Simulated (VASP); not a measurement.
Input:

```xyz
4
Lattice="1.6603 -5.1290 0.0000 1.6603 5.1290 0.0000 0.0000 0.0000 4.1862" Properties=species:S:1:pos:R:3 pbc="T T T"
P      1.6603     4.0461     3.8821
P      1.6603     1.0829     1.7891
P      1.6603    -1.0829     2.3971
P      1.6603    -4.0461     0.3040
```

These are PBEsol GGA, VASP's PBE PAW potentials (set 64) (plane waves; VASP 6.6.1) values and carry that method's errors. Numerical set-up: 480 eV cut-off, 10×10×8 Γ-centred mesh, first-order Methfessel-Paxton smearing of 0.10 eV, potentials P.

Without a dispersion term in the relaxation, distances and binding between the weakly bound layers, chains or molecules are unreliable, and so is what depends on them.

Each row applies one change to this cell, which was relaxed at other settings and keeps the small stress of the first row; at a fixed cut-off the stress holds a Pulay part, so it need not integrate to ΔE exactly. Stress is in GPa, positive when the cell is compressed.

```json
[
 {"change": "none", "ΔE (meV/atom)": "0.0", "σxx": "-0.06", "σyy": "0.19", "σzz": "0.04", "largest shear component, with its sign (GPa)": "0.00", "largest force (eV/Å)": "0.019"},
 {"change": "biaxial strain of +0.5 % in the xz plane", "ΔE (meV/atom)": "0.6", "σxx": "-1.43", "σyy": "-0.06", "σzz": "-1.02", "largest shear component, with its sign (GPa)": "0.00", "largest force (eV/Å)": "0.110"},
 {"change": "atom 2 (P) moved by -0.200 Å along y", "ΔE (meV/atom)": "[?]", "σxx": "[?]", "σyy": "[?]", "σzz": "[?]", "largest shear component, with its sign (GPa)": "[?]", "largest force (eV/Å)": "[?]"},
 {"change": "atom 3 (P) moved by -0.100 Å along y", "ΔE (meV/atom)": "9.8", "σxx": "-0.61", "σyy": "-2.53", "σzz": "-0.67", "largest shear component, with its sign (GPa)": "-0.29", "largest force (eV/Å)": "0.732"},
 {"change": "uniaxial strain of -3.0 % along z", "ΔE (meV/atom)": "[?]", "σxx": "[?]", "σyy": "[?]", "σzz": "[?]", "largest shear component, with its sign (GPa)": "[?]", "largest force (eV/Å)": "[?]"},
 {"change": "atom 2 (P) moved by -0.025 Å along z", "ΔE (meV/atom)": "0.9", "σxx": "0.22", "σyy": "0.09", "σzz": "0.82", "largest shear component, with its sign (GPa)": "0.30", "largest force (eV/Å)": "0.307"}
]
```

Some entries are withheld; supply them.

- uniaxial strain of -3.0 % along z, ΔE (meV/atom): 7.2
- uniaxial strain of -3.0 % along z, σxx: 2.78
- uniaxial strain of -3.0 % along z, σyy: 0.92
- uniaxial strain of -3.0 % along z, σzz: 4.29
- uniaxial strain of -3.0 % along z, largest shear component, with its sign (GPa): 0.00
- uniaxial strain of -3.0 % along z, largest force (eV/Å): 0.422
- atom 2 (P) moved by -0.200 Å along y, ΔE (meV/atom): 57.0
- atom 2 (P) moved by -0.200 Å along y, σxx: 0.55
- atom 2 (P) moved by -0.200 Å along y, σyy: 10.42
- atom 2 (P) moved by -0.200 Å along y, σzz: 0.85
- atom 2 (P) moved by -0.200 Å along y, largest shear component, with its sign (GPa): -0.92
- atom 2 (P) moved by -0.200 Å along y, largest force (eV/Å): 2.685

Failed runs are left out, and for metals the shear rows, which the mesh's noise covers.

The compound is P in the black structure.
